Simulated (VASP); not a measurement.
Consider the following.

```
CELL_PARAMETERS angstrom
      0.00000     2.32274     2.32274
      2.32274     0.00000     2.32274
      2.32274     2.32274     0.00000
ATOMIC_POSITIONS crystal
  Li 0.25000 0.25000 0.25000
  Li 0.75000 0.75000 0.75000
  O  0.00000 0.00000 0.00000
```

The numbers are results of optB88-vdW, VASP's PBE PAW potentials (set 64) (plane waves; VASP), not measurements. Settings: 520 eV cut-off, 8×8×8 Γ-centred mesh, Gaussian smearing of 0.050 eV, potentials Li_sv O.

Task: Give the stress tensor in GPa (positive for a compressed cell).

Result: 
```
-2.31   0.00   0.00
 0.00  -2.31   0.00
 0.00   0.00  -2.31
```
The pressure is its mean diagonal, -2.31 GPa.

The compound is Li2O in the antifluorite structure. This cell is one point of a volume scan, at 1.03 of the reference volume.
